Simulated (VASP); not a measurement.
Calculation: PBEsol GGA, VASP's PBE PAW potentials (set 64) (plane waves; VASP).

A VASP calculation is set up with these files.

**INCAR**
```
GGA=PS   # PBEsol
ISIF=2   # forces and stress, cell fixed
ENCUT=400   # plane-wave cut-off (eV)
SYSTEM=Te3As2
LWAVE=.False.
LMAXMIX=4
LCHARG=.True.
EDIFF=1E-7   # SCF stop (eV)
NELM=100   # most electronic steps
LEFG=.True.
LASPH=.True.   # aspherical one-centre terms
ISMEAR=-5
PREC=Accurate
ALGO=Normal   # blocked Davidson
LREAL=.False.
NEDOS=601   # DOS grid
LORBIT=11
```

POSCAR:
```
Te3As2
1
    3.5785992568     2.0661049246     6.5780859469
   -3.5785992568     2.0661049246     6.5780859469
   -0.0000000000    -4.1322108054     6.5780859414
As Te
4 6
Direct
  0.3415396412   0.3415396412   0.3415396412
  0.1584603588   0.1584603588   0.1584603588
  0.6584603588   0.6584603588   0.6584603588
  0.8415396412   0.8415396412   0.8415396412
  0.5594194315   0.9405805685   0.2500000000
  0.2500000000   0.5594194315   0.9405805685
  0.9405805685   0.2500000000   0.5594194315
  0.4405805685   0.0594194315   0.7500000000
  0.7500000000   0.4405805685   0.0594194315
  0.0594194315   0.7500000000   0.4405805685
```

File KPOINTS:
```
Automatic mesh
0
Gamma
6 6 6
0 0 0
```

POTCAR, in this order: As Te (PBE.64 set). Program: vasp_std.

The run wrote:

File OUTCAR:
```
 ion  position               nearest neighbor table
   1  0.342  0.342  0.342-   7 2.86   5 2.86   6 2.86   9 2.89  10 2.89   8 2.89
   2  0.158  0.158  0.158-   6 2.86   5 2.86   7 2.86  10 2.89   9 2.89   8 2.89
   3  0.658  0.658  0.658-  10 2.86   8 2.86   9 2.86   6 2.89   7 2.89   5 2.89
   4  0.842  0.842  0.842-   9 2.86   8 2.86  10 2.86   7 2.89   6 2.89   5 2.89
   5  0.559  0.941  0.250-   1 2.86   2 2.86   3 2.89   4 2.89
   6  0.250  0.559  0.941-   2 2.86   1 2.86   3 2.89   4 2.89
   7  0.941  0.250  0.559-   1 2.86   2 2.86   4 2.89   3 2.89
   8  0.441  0.059  0.750-   3 2.86   4 2.86   1 2.89   2 2.89
   9  0.750  0.441  0.059-   4 2.86   3 2.86   1 2.89   2 2.89
  10  0.059  0.750  0.441-   3 2.86   4 2.86   2 2.89   1 2.89
  LATTYP: Found a trigonal (rhomboedric) cell.
 ALAT       =     7.7682930509
 COS(alpha) =     0.5755711182
 Subroutine PRICEL returns:
 Original cell was already a primitive cell.
 Subroutine GETGRP returns: Found 12 space group operations
The static configuration has the point symmetry S_6 .
 The point group associated with its full space group is D_3d.
The dynamic configuration has the point symmetry S_6 .
 Subroutine INISYM returns: Found 12 space group operations
 Subroutine IBZKPT returns following result:
 Found     32 irreducible k-points:

 Following reciprocal coordinates:
            Coordinates               Weight
  0.000000  0.000000  0.000000      1.000000
  0.166667  0.000000  0.000000      6.000000
  0.333333  0.000000  0.000000      6.000000
  0.500000  0.000000  0.000000      3.000000
  0.166667  0.166667  0.000000      6.000000
  0.333333  0.166667  0.000000     12.000000
  0.500000  0.166667  0.000000     12.000000
 -0.333333  0.166667 -0.000000     12.000000
 -0.166667  0.166667  0.000000      6.000000
  0.333333  0.333333  0.000000      6.000000
  0.500000  0.333333  0.000000     12.000000
 -0.333333  0.333333  0.000000      6.000000
  0.500000  0.500000  0.000000      3.000000
  0.166667  0.166667  0.166667      2.000000
...
```

**OSZICAR**
```
       N       E                     dE             d eps       ncg     rms          rms(c)
DAV:   1     0.248296982298E+03    0.24830E+03   -0.18347E+04  2176   0.110E+03
DAV:   2    -0.168576402469E+02   -0.26515E+03   -0.26053E+03  2788   0.185E+02
DAV:   3    -0.398724988791E+02   -0.23015E+02   -0.22780E+02  2660   0.574E+01
DAV:   4    -0.405580926199E+02   -0.68559E+00   -0.68236E+00  3040   0.107E+01
DAV:   5    -0.405751295582E+02   -0.17037E-01   -0.17072E-01  3010   0.173E+00    0.139E+01
DAV:   6    -0.404907914819E+02    0.84338E-01   -0.19980E-01  2696   0.157E+00    0.909E+00
DAV:   7    -0.404788014744E+02    0.11990E-01   -0.99576E-02  2494   0.126E+00    0.777E-01
DAV:   8    -0.404770154324E+02    0.17860E-02   -0.52609E-03  2728   0.328E-01    0.258E-01
DAV:   9    -0.404770297269E+02   -0.14294E-04   -0.13520E-03  2584   0.131E-01    0.692E-02
DAV:  10    -0.404771174910E+02   -0.87764E-04   -0.13711E-04  2768   0.482E-02    0.307E-02
DAV:  11    -0.404770914170E+02    0.26074E-04   -0.20686E-05  2570   0.226E-02    0.595E-03
DAV:  12    -0.404770927932E+02   -0.13762E-05   -0.15547E-06  3048   0.547E-03    0.553E-03
DAV:  13    -0.404770962407E+02   -0.34475E-05   -0.22169E-07  1524   0.209E-03    0.175E-03
DAV:  14    -0.404770972138E+02   -0.97311E-06   -0.97015E-08  1366   0.112E-03    0.494E-04
DAV:  15    -0.404770974003E+02   -0.18651E-06   -0.16227E-08  1290   0.578E-04    0.192E-04
DAV:  16    -0.404770974816E+02   -0.81286E-07   -0.61310E-09  1274   0.305E-04
   1 F= -.40477097E+02 E0= -.40477097E+02  d E =0.000000E+00
```

OUTCAR:
```
------------------------ aborting loop because EDIFF is reached ----------------------------------------
  FORCE on cell =-STRESS in cart. coord.  units (eV):
  Direction    XX          YY          ZZ          XY          YZ          ZX
  --------------------------------------------------------------------------------------
  Total        0.0128570      0.0128570      0.1980078      0.0000000     -0.0000000     -0.0000000
  in kB        0.0705887      0.0705887      1.0871175      0.0000000     -0.0000001     -0.0000000
  external PRESSURE =       0.4094316 kB  Pullay stress =       0.0000000 kB
  volume of cell :      291.82
      direct lattice vectors                 reciprocal lattice vectors
     3.578599257  2.066104925  6.578085947     0.139719472  0.080667075  0.050673306
    -3.578599257  2.066104925  6.578085947    -0.139719472  0.080667075  0.050673306
     0.000000000 -4.132210805  6.578085941     0.000000000 -0.161334150  0.050673294
 POSITION                                       TOTAL-FORCE (eV/Angst)
 -----------------------------------------------------------------------------------
      0.00000     -0.00000      6.74003         0.000000     -0.000000      0.015760
      0.00000     -0.00000      3.12710         0.000000      0.000000     -0.015760
      0.00000     -0.00000     12.99423         0.000000      0.000000     -0.015760
      0.00000     -0.00000     16.60716         0.000000     -0.000000      0.015760
     -1.36402      2.06610     11.51165         0.016946      0.000000     -0.000000
     -1.10729     -2.21433     11.51165        -0.008473      0.014675      0.000000
      2.47131      0.14823     11.51165        -0.008473     -0.014675     -0.000000
      1.36402     -2.06611      8.22261        -0.016946      0.000000     -0.000000
      1.10729      2.21433      8.22261         0.008473     -0.014675     -0.000000
     -2.47131     -0.14823      8.22261         0.008473      0.014675      0.000000
 -----------------------------------------------------------------------------------
    total drift:                               -0.000000     -0.000000     -0.000000
  FREE ENERGIE OF THE ION-ELECTRON SYSTEM (eV)
  ---------------------------------------------------
  free  energy   TOTEN  =       -40.4770974816 eV

  energy  without entropy=      -40.4770974816  energy(sigma->0) =      -40.47709748

 total charge

# of ion       s       p       d       tot
------------------------------------------
    1        1.374   1.176   0.060   2.610
    2        1.374   1.176   0.060   2.610
    3        1.374   1.176   0.060   2.610
    4        1.374   1.176   0.060   2.610
    5        1.403   1.889   0.035   3.327
    6        1.403   1.889   0.035   3.327
    7        1.403   1.889   0.035   3.327
    8        1.403   1.889   0.035   3.327
    9        1.403   1.889   0.035   3.327
   10        1.403   1.889   0.035   3.327
--------------------------------------------------
tot         13.915  16.038   0.451  30.405

 Electric field gradients after diagonalization (V/A^2)
 (convention: |V_zz| > |V_xx| > |V_yy|)
----------------------------------------------------------------------
 ion       V_xx      V_yy      V_zz     asymmetry (V_yy - V_xx)/ V_zz
----------------------------------------------------------------------
   1       1.444     1.444    -2.888       0.000
   2       1.444     1.444    -2.888       0.000
   3       1.444     1.444    -2.888       0.000
   4       1.444     1.444    -2.888       0.000
   5     158.638   133.302  -291.940       0.087
   6     158.638   133.302  -291.940       0.087
   7     158.638   133.302  -291.940       0.087
   8     158.638   133.302  -291.940       0.087
   9     158.638   133.302  -291.940       0.087
  10     158.638   133.302  -291.940       0.087
```
(Selected blocks of OUTCAR.)

For a metal the tetrahedron method with Blöchl corrections gives inexact stress and forces.

The structure was generated: Te3As2 was put into the corundum type (R-3c), which need not be its known phase. It was relaxed first, which changed the volume by -7 %.
